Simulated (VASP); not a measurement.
Data:

```yaml
crystal:
  lattice:
    - [0.00000, 2.94535, 2.94535]
    - [2.94535, 0.00000, 2.94535]
    - [2.94535, 2.94535, 0.00000]
  atoms:
    - { symbol: Pb, position: [0.00000, 0.00000, 0.00000] }
    - { symbol: F, position: [0.25000, 0.25000, 0.25000] }
    - { symbol: F, position: [0.75000, 0.75000, 0.75000] }
```

Level of theory: TPSS meta-GGA, VASP's PBE PAW potentials (set 64) (plane waves; VASP). Run with 520 eV cut-off, 7×7×7 Γ-centred mesh, Gaussian smearing of 0.050 eV, potentials Pb_d F.

Give the stress tensor in GPa (positive for a compressed cell).

```
2.31  0.00  0.00
0.00  2.31  0.00
0.00  0.00  2.31
```
The pressure is its mean diagonal, 2.31 GPa.

The compound is PbF2 in the fluorite structure, the β form. This cell is one point of a volume scan, at 0.97 of the reference volume.
